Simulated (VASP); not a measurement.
Computed with r2SCAN meta-GGA, VASP's PBE PAW potentials (set 64) (plane waves; VASP 6.6.1).

A VASP calculation is set up with these files.

File KPOINTS:
```
Automatic mesh
0
Gamma
9 9 9
0 0 0
```

**INCAR**
```
SYSTEM = NaF
PREC = Accurate; ENCUT = 650; LREAL = .False.
LASPH = .True.
EDIFF = 1E-7; NELM = 100; ALGO = Normal
LMIXTAU = .True.
ISMEAR = 0; SIGMA = 0.05
METAGGA = R2SCAN
IBRION = 6; NSW = 1; ISIF = 3
POTIM = 0.015; NFREE = 2
LWAVE = .False.; LCHARG = .False.
```

### POSCAR
```
NaF
1
    0.0000000000     2.2859400601     2.2859400601
    2.2859400601     0.0000000000     2.2859400601
    2.2859400601     2.2859400601     0.0000000000
Na F
1 1
Direct
  0.0000000000   0.0000000000   0.0000000000
  0.5000000000   0.5000000000   0.5000000000
```

POTCAR, in this order: Na_pv F (PBE.64 set). Program: vasp_std.

Output of the run:

OUTCAR:
```


   1 f  =    8.037191 THz    50.499163 2PiTHz  268.091851 cm-1    33.239138 meV

   2 f  =    8.037191 THz    50.499163 2PiTHz  268.091851 cm-1    33.239138 meV

   3 f  =    8.037191 THz    50.499163 2PiTHz  268.091851 cm-1    33.239138 meV

   4 f/i=    0.178048 THz     1.118707 2PiTHz    5.939034 cm-1     0.736346 meV

   5 f/i=    0.178048 THz     1.118707 2PiTHz    5.939034 cm-1     0.736346 meV

   6 f/i=    0.178048 THz     1.118707 2PiTHz    5.939034 cm-1     0.736346 meV

 ELASTIC MODULI CONTR FROM IONIC RELAXATION (kBar)
 Direction    XX          YY          ZZ          XY          YZ          ZX
 --------------------------------------------------------------------------------
 XX           0.0000      0.0000      0.0000      0.0000      0.0000      0.0000
 YY           0.0000      0.0000      0.0000      0.0000      0.0000      0.0000
 ZZ           0.0000      0.0000      0.0000      0.0000      0.0000      0.0000
 XY           0.0000      0.0000      0.0000      0.0000      0.0000      0.0000
 YZ           0.0000      0.0000      0.0000      0.0000      0.0000      0.0000
 ZX           0.0000      0.0000      0.0000      0.0000      0.0000      0.0000
 --------------------------------------------------------------------------------

 TOTAL ELASTIC MODULI (kBar)
 Direction    XX          YY          ZZ          XY          YZ          ZX
 --------------------------------------------------------------------------------
 XX        1270.3302    215.5367    215.5367      0.0000     -0.0000      0.0000
 YY         215.5367   1270.3302    215.5367     -0.0000      0.0000      0.0000
 ZZ         215.5367    215.5367   1270.3302     -0.0000     -0.0000     -0.0000
 XY           0.0000     -0.0000     -0.0000    295.6150      0.0000      0.0000
 YZ          -0.0000      0.0000     -0.0000      0.0000    295.6150      0.0000
 ZX           0.0000      0.0000     -0.0000      0.0000      0.0000    295.6150
 --------------------------------------------------------------------------------
```
(Selected blocks of OUTCAR.)

The compound is NaF in the rock salt structure. It was relaxed first.
